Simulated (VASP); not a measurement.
# Driving VASP from ASE on HfC, part 3 of 4

Do ASE scripts that read HfC from different structure formats give one answer, and do several routes find one equilibrium volume? All runs use PBEsol. Left out of this account: at least 1 further run (self-consistent run: a reference on another mesh). The start is a cell from a database of measured crystal structures.

VASP 6.6.1; PBEsol; plane waves and PAW (Hf_pv, C).

So far. Step 3 (Self-consistent run (PBEsol, through ASE), try 2): The energy lies -5.43 meV an atom from the first script, since this cell and mesh sample the zone at other points.

The database entry behind the starting cell differs from later determinations by our own check (about 0.2 % long), so it need not match the best structure at ambient conditions.

### 4. Full relaxation (PBEsol, through ASE)

System of this step: HfC. The structure is cubic, space group Fm-3m (No. 225). The conventional cell has a = 4.650 Å, b = 4.650 Å, c = 4.650 Å, α = 90.00°, β = 90.00°, γ = 90.00°. Nearest to Hf lie 6 C at 2.33 Å. C has 6 Hf at 2.33 Å nearest. Farther neighbours are not listed.

The start need not lie at this functional's minimum. ISIF = 3 frees volume, shape and positions, and EDIFFG sets the threshold on forces and stress at which the search stops.

run.py reads:

```python
import numpy as np
from ase.calculators.vasp import Vasp
from ase import Atoms

atoms = Atoms(['Hf', 'C'],
              cell=[[0.0, 2.325, 2.325], [2.325, 0.0, 2.325], [2.325, 2.325, 0.0]],
              scaled_positions=[[0.5, 0.5, 0.5], [0.0, 0.0, 0.0]],
              pbc=True)

calc = Vasp(
    xc='pbesol',
    pp='PBE',
    prec='Accurate',
    encut=520,
    ediff=1e-06,
    nelm=100,
    ismear=-1,
    sigma=0.05,
    lreal=False,
    algo='Normal',
    nbands=13,
    lasph=True,
    lorbit=11,
    lwave=False,
    lcharg=False,
    kpar=2,
    ibrion=2,
    nsw=60,
    isif=3,
    ediffg=-0.01,
    pp_version='64',
    setups={'Hf': '_pv', 'C': ''},
    kpts=(14, 14, 14),
    gamma=True,
    txt='vasp.out',
)
atoms.calc = calc

print("energy (eV):", round(atoms.get_potential_energy(), 6))
print("Fermi level (eV):", round(calc.get_fermi_level(), 4))
print("forces (eV/A):")
print(np.round(atoms.get_forces(), 4))
print("stress (GPa, Voigt, tension positive):", np.round(atoms.get_stress() * 160.21766, 3))
print("cell (A, degrees):", np.round(atoms.cell.cellpar(), 4))
print("volume (A^3):", round(atoms.get_volume(), 4))
print("positions:")
print(np.round(atoms.get_scaled_positions(), 5))
```

Potentials, in the order of the species: Hf_pv and C (PBE family, release 64).

The run is started by

```console
export ASE_VASP_COMMAND="mpirun -np 2 vasp_std"
python run.py
```

The log of the run:

```text
energy (eV): -22.195634
Fermi level (eV): 6.002
forces (eV/A):
[[ 0. -0. -0.]
 [-0.  0.  0.]]
stress (GPa, Voigt, tension positive): [-0.086 -0.086 -0.086 -0.     0.    -0.   ]
cell (A, degrees): [ 3.2558  3.2558  3.2558 60.     60.     60.    ]
volume (A^3): 24.4039
positions:
[[0.5 0.5 0.5]
 [0.  0.  0. ]]
```

The job ended after 41 s (2 MPI ranks of AMD EPYC 7R43, shared host; peak memory 0.28 GiB; 78 s of CPU time).

The INCAR that ASE wrote:

```
ENCUT = 520.000000
SIGMA = 0.050000
EDIFF = 1.00e-06
EDIFFG = -1.00e-02
ALGO = Normal
GGA = PS
PREC = Accurate
IBRION = 2
ISIF = 3
ISMEAR = -1
KPAR = 2
LORBIT = 11
NBANDS = 13
NELM = 100
NSW = 60
LASPH = .TRUE.
LCHARG = .FALSE.
LWAVE = .FALSE.
LREAL = .FALSE.
```

ASE turned this into the KPOINTS:

```
KPOINTS created by Atomic Simulation Environment
0
Gamma
14 14 14
0 0 0
```

vasp.out:

```text
[banner, memory and clock lines left out]
running    2 mpi-ranks, on    1 nodes
 distrk:  each k-point on    1 cores,    2 groups
 distr:  one band on    1 cores,    1 groups

 POSCAR found type information on POSCAR HfC
 POSCAR found :  2 types and       2 ions
 [... a notice as in an earlier step ...]

 LDA part: xc-table for (Slater+PW92), standard interpolation
 POSCAR, INCAR and KPOINTS ok, starting setup
 FFT: planning ... GRIDC
 FFT: planning ... GRID_SOFT
 FFT: planning ... GRID
 WAVECAR not read
 entering main loop
       N       E                     dE             d eps       ncg     rms          rms(c)
[... 12 cycles as in an earlier step ...]
   1 F= -.22180647E+02 E0= -.22179312E+02  d E =-.221806E+02
 curvature:   0.00 expect dE= 0.000E+00 dE for cont linesearch  0.000E+00
 trial: gam= 0.00000 g(F)=  0.600E-60 g(S)=  0.880E-01 ort = 0.000E+00 (trialstep = 0.100E+01)
 search vector abs. value=  0.880E-01
 bond charge predicted
       N       E                     dE             d eps       ncg     rms          rms(c)
DAV:   1    -0.224073285585E+02   -0.22668E+00   -0.71841E+00  2704   0.231E+01    0.872E+00
DAV:   2    -0.222165758899E+02    0.19075E+00   -0.23375E-01  2989   0.451E+00    0.478E+00
DAV:   3    -0.221436866748E+02    0.72889E-01   -0.19959E-01  3014   0.372E+00    0.295E+00
DAV:   4    -0.221443286581E+02   -0.64198E-03   -0.31261E-03  3194   0.508E-01    0.368E+00
DAV:   5    -0.221433769528E+02    0.95171E-03   -0.15281E-03  3602   0.266E-01    0.104E-01
DAV:   6    -0.221433725924E+02    0.43604E-05   -0.47861E-05  2957   0.593E-02    0.903E-02
DAV:   7    -0.221433727190E+02   -0.12664E-06   -0.10310E-06  2511   0.948E-03
   2 F= -.22143373E+02 E0= -.22142194E+02  d E =0.372743E-01
[...]
3 F= -.22196904E+02 E0= -.22195635E+02  d E =-.162567E-01
 curvature:  -0.17 expect dE=-0.967E-05 dE for cont linesearch -0.967E-05
 ZBRENT: interpolating
 opt :   0.3687  next Energy=   -22.196913 (dE=-0.163E-01)
 bond charge predicted
       N       E                     dE             d eps       ncg     rms          rms(c)
DAV:   1    -0.221969228781E+02   -0.18824E-04   -0.45218E-04  2704   0.182E-01    0.643E-02
DAV:   2    -0.221969071600E+02    0.15718E-04   -0.17575E-05  3044   0.389E-02    0.330E-02
DAV:   3    -0.221969015159E+02    0.56441E-05   -0.14493E-05  2994   0.306E-02    0.235E-02
DAV:   4    -0.221969015663E+02   -0.50343E-07   -0.17979E-07  1427   0.391E-03
   4 F= -.22196902E+02 E0= -.22195634E+02  d E =-.162546E-01
 curvature:  -0.16 expect dE=-0.205E-05 dE for cont linesearch -0.205E-05
 trial: gam= 0.00000 g(F)=  0.599E-60 g(S)=  0.125E-04 ort =-0.105E-02 (trialstep = 0.874E+00)
 search vector abs. value=  0.125E-04
 reached required accuracy - stopping structural energy minimisation
```

OUTCAR, selected parts (step 4):

```text
The static configuration has the point symmetry O_h .

 Found    104 irreducible k-points:

   NELECT =      14.0000    total number of electrons

 E-fermi :   6.0020

 k-point     1 :       0.0000    0.0000    0.0000
  band No.  band energies     occupation
      1     -23.3216      2.00000
      2     -23.3216      2.00000
      3     -23.3216      2.00000
      4      -6.4043      2.00000
      5       7.0773      0.00000
      6       7.0773      0.00000
      7       7.0774      0.00000
      8       7.3871      0.00000
      9       7.3871      0.00000
    ...

 k-point     2 :       0.0714    0.0000    0.0000
  band No.  band energies     occupation
      1     -23.3625      2.00000
      2     -23.3255      2.00000
      3     -23.3255      2.00000
      4      -6.2685      2.00000
      5       6.1381      0.12336
      6       6.4184      0.00048
      7       6.4184      0.00048
      8       7.6669      0.00000
      9       7.6669      0.00000
    ...

  Total        0.0131402      0.0131402      0.0131402      0.0000000      0.0000000     -0.0000000
  in kB        0.8626903      0.8626903      0.8626903      0.0000000      0.0000000     -0.0000000
  external PRESSURE =       0.8626903 kB  Pullay stress =       0.0000000 kB

  energy-cutoff  :      520.00
  volume of cell :       24.40
      direct lattice vectors                 reciprocal lattice vectors
     0.000000000  2.302200123  2.302200123    -0.217183552  0.217183552  0.217183552
     2.302200123  0.000000000  2.302200123     0.217183552 -0.217183552  0.217183552
     2.302200123  2.302200123  0.000000000     0.217183552  0.217183552 -0.217183552

 POSITION                                       TOTAL-FORCE (eV/Angst)
 -----------------------------------------------------------------------------------
      2.30220      2.30220      2.30220         0.000000     -0.000000     -0.000000
      4.60440      2.30220      2.30220        -0.000000      0.000000      0.000000
 -----------------------------------------------------------------------------------
    total drift:                                0.000000     -0.000000      0.000000

  FREE ENERGIE OF THE ION-ELECTRON SYSTEM (eV)
  ---------------------------------------------------
  free  energy   TOTEN  =       -22.1969015663 eV

  energy  without entropy=      -22.1943663955  energy(sigma->0) =      -22.19563398

 reached required accuracy - stopping structural energy minimisation

 total charge
# of ion       s       p       d       tot
------------------------------------------
    1        0.319   6.660   1.729   8.709
    2        0.871   1.516   0.000   2.387
--------------------------------------------------
tot          1.191   8.176   1.729  11.096

[... 7 parts as in an earlier step ...]

[... 5 further parts left out ...]
```

CONTCAR:

```
Hf C
   1.00000000000000
     0.0000000000000000    2.3022001230900644    2.3022001230900644
     2.3022001230900644    0.0000000000000000    2.3022001230900644
     2.3022001230900644    2.3022001230900644    0.0000000000000000
  Hf              C
     1     1
Direct
     0.5000000000000000    0.5000000000000000    0.5000000000000000
     0.0000000000000000    1.0000000000000000    1.0000000000000000
```

The run keeps the 48 symmetry operations of its start, so it cannot find a distortion of lower symmetry.

The steps of the relaxation:

```tsv
step	energy less that of the first step (eV)	largest force (eV/Å)	pressure (GPa)	volume (Å³)
1	0.0000	0.0000	-7.03	25.14
2	0.0373	0.0000	14.68	23.18
3	-0.0163	0.0000	-0.18	24.42
4	-0.0163	0.0000	0.09	24.40
```

```tsv
conventional cell, symmetrised	before	after	change
a (Å)	4.650	4.604	-1.0 %
b (Å)	4.650	4.604	-1.0 %
c (Å)	4.650	4.604	-1.0 %
volume (Å³/atom)	12.57	12.20	-2.9 %
```

The relaxed structure:

```xyz
2
Lattice="0.0000 2.3022 2.3022 2.3022 0.0000 2.3022 2.3022 2.3022 0.0000" Properties=species:S:1:pos:R:3 pbc="T T T"
Hf    2.3022    2.3022    2.3022
C     0.0000    0.0000    0.0000
```

Numbers from this step:

| Quantity | Value |
| --- | --- |
| electrons | 14 |
| bands | 13 |
| irreducible k-points | 104 |
| free energy (TOTEN) | -22.20 eV |
| energy at zero smearing | -22.20 eV |
| Fermi energy | 6.002 eV |
| pressure | 0.08627 GPa |
| SCF cycles over all ionic steps | 30 |

It ends with forces that vanish by symmetry and a pressure of 0.09 GPa.

### 5. Energy against volume, from ASE (PBEsol)

An ASE loop scales the volume at fixed shape and fractional positions and fits the energies, which gives the bulk modulus of a clamped cell from energies alone.

run.py reads:

```python
import numpy as np
from ase.calculators.vasp import Vasp
from ase.io import read
from ase.eos import EquationOfState
from ase.units import GPa

atoms = read('HfC.cif')

calc = Vasp(
    xc='pbesol',
    pp='PBE',
    prec='Accurate',
    encut=520,
    ediff=1e-06,
    nelm=100,
    ismear=-1,
    sigma=0.05,
    lreal=False,
    algo='Normal',
    nbands=13,
    lasph=True,
    lorbit=11,
    lwave=False,
    lcharg=False,
    kpar=2,
    isif=2,
    pp_version='64',
    setups={'Hf': '_pv', 'C': ''},
    kpts=(14, 14, 14),
    gamma=True,
    txt='vasp.out',
)
atoms.calc = calc

cell, volumes, energies = atoms.get_cell(), [], []
for x in [0.94, 0.96, 0.98, 1.0, 1.02, 1.04, 1.06]:
    atoms.set_cell(cell * x ** (1 / 3), scale_atoms=True)
    volumes.append(atoms.get_volume())
    energies.append(atoms.get_potential_energy())
    print(f"{x:.2f}  V = {volumes[-1]:.4f} A^3  E = {energies[-1]:.6f} eV")
v0, e0, b0 = EquationOfState(volumes, energies, eos="birchmurnaghan").fit()
print(f"V0 = {v0:.4f} A^3  E0 = {e0:.6f} eV  B0 = {b0 / GPa:.2f} GPa")
```

HfC.cif reads:

```cif
data_HfC
_cell_length_a 3.28804653
_cell_length_b 3.28804653
_cell_length_c 3.28804653
_cell_angle_alpha 60.00000000
_cell_angle_beta 60.00000000
_cell_angle_gamma 60.00000000
_space_group_name_H-M_alt 'P1'
_space_group_name_Hall 'P 1'
_space_group_IT_number 1
loop_
_space_group_symop_operation_xyz
'x,y,z'
loop_
_atom_site_label
_atom_site_type_symbol
_atom_site_symmetry_multiplicity
_atom_site_Wyckoff_symbol
_atom_site_fract_x
_atom_site_fract_y
_atom_site_fract_z
_atom_site_occupancy
Hf1 Hf 1 a 0.5000000000 0.5000000000 0.5000000000 1
C1 C 1 a 0.0000000000 0.0000000000 0.0000000000 1
```

The log of the run:

```text
0.94  V = 23.6280 A^3  E = -22.174067 eV
0.96  V = 24.1307 A^3  E = -22.192704 eV
0.98  V = 24.6334 A^3  E = -22.193875 eV
1.00  V = 25.1362 A^3  E = -22.179312 eV
1.02  V = 25.6389 A^3  E = -22.150539 eV
1.04  V = 26.1416 A^3  E = -22.108974 eV
1.06  V = 26.6443 A^3  E = -22.055867 eV
V0 = 24.4156 A^3  E0 = -22.195399 eV  B0 = 254.65 GPa
```

Wall time 2.9 min (2 MPI ranks); peak memory 0.3 GiB.

ASE turned this into the INCAR:

```
ENCUT = 520.000000
SIGMA = 0.050000
EDIFF = 1.00e-06
ALGO = Normal
GGA = PS
PREC = Accurate
ISIF = 2
ISMEAR = -1
KPAR = 2
LORBIT = 11
NBANDS = 13
NELM = 100
LASPH = .TRUE.
LCHARG = .FALSE.
LWAVE = .FALSE.
LREAL = .FALSE.
```

The KPOINTS that ASE wrote:

```
KPOINTS created by Atomic Simulation Environment
0
Gamma
14 14 14
0 0 0
```

vasp.out (the last of its runs):

```text
[banner, memory and clock lines left out]
running    2 mpi-ranks, on    1 nodes
 distrk:  each k-point on    1 cores,    2 groups
 distr:  one band on    1 cores,    1 groups

 POSCAR found type information on POSCAR HfC
 POSCAR found :  2 types and       2 ions
 [... a notice as in an earlier step ...]

 LDA part: xc-table for (Slater+PW92), standard interpolation
 POSCAR, INCAR and KPOINTS ok, starting setup
 FFT: planning ... GRIDC
 FFT: planning ... GRID_SOFT
 FFT: planning ... GRID
 WAVECAR not read
 WARNING: random wavefunctions but no delay for mixing, default for NELMDL
 entering main loop
       N       E                     dE             d eps       ncg     rms          rms(c)
DAV:   1     0.201524266741E+02    0.20152E+02   -0.78319E+03  2712   0.105E+03
DAV:   2    -0.233506609546E+02   -0.43503E+02   -0.41060E+02  3450   0.203E+02
DAV:   3    -0.250166551085E+02   -0.16660E+01   -0.16563E+01  3384   0.283E+01
DAV:   4    -0.250274743594E+02   -0.10819E-01   -0.10818E-01  2967   0.270E+00
DAV:   5    -0.250275592162E+02   -0.84857E-04   -0.84854E-04  3400   0.220E-01    0.523E+01
DAV:   6    -0.221695224266E+02    0.28580E+01   -0.12886E+01  3094   0.185E+01    0.381E+01
DAV:   7    -0.220813838629E+02    0.88139E-01   -0.59305E-01  3094   0.543E+00    0.235E+01
DAV:   8    -0.220670105486E+02    0.14373E-01   -0.10987E-01  3219   0.251E+00    0.614E+00
DAV:   9    -0.220578587958E+02    0.91518E-02   -0.39266E-02  3129   0.110E+00    0.195E+00
DAV:  10    -0.220573549378E+02    0.50386E-03   -0.24910E-03  3224   0.350E-01    0.789E-02
DAV:  11    -0.220573441047E+02    0.10833E-04   -0.11868E-04  3079   0.950E-02    0.987E-03
DAV:  12    -0.220573433294E+02    0.77538E-06   -0.63261E-06  3374   0.193E-02
   1 F= -.22057343E+02 E0= -.22055867E+02  d E =-.295185E-02
```

OUTCAR, selected parts (step 5):

```text
   ENCUT  =  520.0 eV  38.22 Ry    6.18 a.u.   6.23  6.23  6.23*2*pi/ulx,y,z

   NELECT =      14.0000    total number of electrons

 E-fermi :   5.3305

 k-point     1 :       0.0000    0.0000    0.0000
  band No.  band energies     occupation
      1     -24.4139      2.00000
      2     -24.4139      2.00000
      3     -24.4139      2.00000
      4      -6.6255      2.00000
      5       6.3633      0.00000
      6       6.3633      0.00000
      7       6.3633      0.00000
      8       6.6916      0.00000
      9       6.6916      0.00000
    ...

  Total       -3.1072935     -3.1072935     -3.1072935     -0.0000000     -0.0000000     -0.0000000
  in kB     -186.8478613   -186.8478613   -186.8478613     -0.0000000     -0.0000000     -0.0000000
  external PRESSURE =    -186.8478613 kB  Pullay stress =       0.0000000 kB

 POSITION                                       TOTAL-FORCE (eV/Angst)
 -----------------------------------------------------------------------------------
      3.35253      1.93559      1.36867         0.000000     -0.000000      0.000000
      0.00000      0.00000      0.00000        -0.000000      0.000000      0.000000
 -----------------------------------------------------------------------------------
    total drift:                                0.000000      0.000000      0.000000

  FREE ENERGIE OF THE ION-ELECTRON SYSTEM (eV)
  ---------------------------------------------------
  free  energy   TOTEN  =       -22.0573433294 eV

  energy  without entropy=      -22.0543914747  energy(sigma->0) =      -22.05586740

[... 2 parts as in an earlier step ...]

[... 14 further parts left out ...]
```

This step gave:

```yaml
bulk_modulus: 254.7 GPa
equilibrium_volume_of_the_fit: 12.21 Å³/atom
```

The fit over cells of fixed shape and fractional positions puts the volume +0.05 % from the relaxed one.

### 6. Relaxation driven by ASE (PBEsol)

Here ASE drives the relaxation and calls VASP for forces and stress at each step.

run.py reads:

```python
import numpy as np
from ase.calculators.vasp import Vasp
from ase import Atoms
from ase.optimize import BFGS
from ase.filters import FrechetCellFilter

atoms = Atoms(['Hf', 'C'],
              cell=[[0.0, 2.325, 2.325], [2.325, 0.0, 2.325], [2.325, 2.325, 0.0]],
              scaled_positions=[[0.5, 0.5, 0.5], [0.0, 0.0, 0.0]],
              pbc=True)

calc = Vasp(
    xc='pbesol',
    pp='PBE',
    prec='Accurate',
    encut=520,
    ediff=1e-06,
    nelm=100,
    ismear=-1,
    sigma=0.05,
    lreal=False,
    algo='Normal',
    nbands=13,
    lasph=True,
    lorbit=11,
    lwave=False,
    lcharg=False,
    kpar=2,
    isif=2,
    pp_version='64',
    setups={'Hf': '_pv', 'C': ''},
    kpts=(14, 14, 14),
    gamma=True,
    txt='vasp.out',
)
atoms.calc = calc

BFGS(FrechetCellFilter(atoms)).run(fmax=0.02, steps=30)
print("cell (A, degrees):", np.round(atoms.cell.cellpar(), 4))
print("volume (A^3):", round(atoms.get_volume(), 4))
print("energy (eV):", round(atoms.get_potential_energy(), 6))
print("Fermi level (eV):", round(calc.get_fermi_level(), 4))
print("forces (eV/A):")
print(np.round(atoms.get_forces(), 4))
print("stress (GPa, Voigt, tension positive):", np.round(atoms.get_stress() * 160.21766, 3))
```

The log of the run:

```text
Step     Time          Energy          fmax
BFGS:    0 --:--:--      -22.180647        0.551359
BFGS:    1 --:--:--      -22.190991        0.332724
BFGS:    2 --:--:--      -22.196661        0.010388
cell (A, degrees): [ 3.2556  3.2556  3.2556 60.     60.     60.    ]
volume (A^3): 24.3983
energy (eV): -22.195393
Fermi level (eV): 6.0042
forces (eV/A):
[[-0. -0.  0.]
 [ 0.  0. -0.]]
stress (GPa, Voigt, tension positive): [-0.136 -0.136 -0.136 -0.     0.    -0.   ]
```

Wall time 72 s (2 MPI ranks); peak memory 0.26 GiB; 2.3 min of CPU time.

The INCAR that ASE wrote:

```
ENCUT = 520.000000
SIGMA = 0.050000
EDIFF = 1.00e-06
ALGO = Normal
GGA = PS
PREC = Accurate
ISIF = 2
ISMEAR = -1
KPAR = 2
LORBIT = 11
NBANDS = 13
NELM = 100
LASPH = .TRUE.
LCHARG = .FALSE.
LWAVE = .FALSE.
LREAL = .FALSE.
```

The KPOINTS that ASE wrote:

```
KPOINTS created by Atomic Simulation Environment
0
Gamma
14 14 14
0 0 0
```

vasp.out (the last of its runs):

```text
[... set-up lines as in an earlier step ...]
 entering main loop
       N       E                     dE             d eps       ncg     rms          rms(c)
DAV:   1     0.199898298197E+02    0.19990E+02   -0.77964E+03  2720   0.106E+03
DAV:   2    -0.235501459066E+02   -0.43540E+02   -0.40960E+02  3454   0.206E+02
DAV:   3    -0.250659386843E+02   -0.15158E+01   -0.15089E+01  3369   0.277E+01
DAV:   4    -0.250739888037E+02   -0.80501E-02   -0.80477E-02  3037   0.244E+00
DAV:   5    -0.250740438029E+02   -0.54999E-04   -0.54998E-04  3370   0.182E-01    0.611E+01
DAV:   6    -0.222609990267E+02    0.28130E+01   -0.12025E+01  3094   0.185E+01    0.430E+01
DAV:   7    -0.222126918569E+02    0.48307E-01   -0.56114E-01  3074   0.526E+00    0.238E+01
DAV:   8    -0.222022342025E+02    0.10458E-01   -0.55553E-02  3239   0.185E+00    0.483E+00
DAV:   9    -0.221971254894E+02    0.51087E-02   -0.24670E-02  3169   0.842E-01    0.186E+00
DAV:  10    -0.221966646495E+02    0.46084E-03   -0.18477E-03  3221   0.313E-01    0.792E-02
DAV:  11    -0.221966613349E+02    0.33146E-05   -0.83559E-05  3084   0.837E-02    0.117E-02
DAV:  12    -0.221966606098E+02    0.72508E-06   -0.33933E-06  3319   0.151E-02
   1 F= -.22196661E+02 E0= -.22195393E+02  d E =-.253437E-02
```

OUTCAR, selected parts (step 6):

```text
   ENCUT  =  520.0 eV  38.22 Ry    6.18 a.u.   6.05  6.05  6.05*2*pi/ulx,y,z

   NELECT =      14.0000    total number of electrons

 E-fermi :   6.0042

 k-point     1 :       0.0000    0.0000    0.0000
  band No.  band energies     occupation
      1     -23.3187      2.00000
      2     -23.3187      2.00000
      3     -23.3187      2.00000
      4      -6.4033      2.00000
      5       7.0798      0.00000
      6       7.0798      0.00000
      7       7.0798      0.00000
      8       7.3889      0.00000
      9       7.3889      0.00000
    ...

  Total        0.0207750      0.0207750      0.0207750      0.0000000      0.0000000     -0.0000000
  in kB        1.3642453      1.3642453      1.3642453      0.0000000      0.0000000     -0.0000000
  external PRESSURE =       1.3642453 kB  Pullay stress =       0.0000000 kB

 POSITION                                       TOTAL-FORCE (eV/Angst)
 -----------------------------------------------------------------------------------
      2.30202      2.30202      2.30202        -0.000000     -0.000000      0.000000
      0.00000      0.00000      0.00000         0.000000      0.000000     -0.000000
 -----------------------------------------------------------------------------------
    total drift:                                0.000000     -0.000000      0.000000

  FREE ENERGIE OF THE ION-ELECTRON SYSTEM (eV)
  ---------------------------------------------------
  free  energy   TOTEN  =       -22.1966606098 eV

  energy  without entropy=      -22.1941262438  energy(sigma->0) =      -22.19539343

[... 4 parts as in an earlier step ...]

[... 12 further parts left out ...]
```

This step gave:

- optimizer steps: 2
- volume after bfgs: 12.20 Å³/atom

[end of part 3 of 4]

[Lines on the potential files, build, host, timing and source positions are cut from VASP's logs without a mark.]

[Logs are printed without paths, hosts, clocks, repeated set-up lines and the standing remarks that a program may print on its own settings, such as how far it seeks lower states.]

[Hosts, paths, dates, database ids (printed as entryN), source tags and the programs' standing remarks are cut or masked in the printed files.]

[A measured line is paired with the nearest computed mode of its activity, which favours agreement.]

[In band tables of VASP the shares of atoms and orbitals are scaled to a sum of 1 inside the atoms' spheres.]
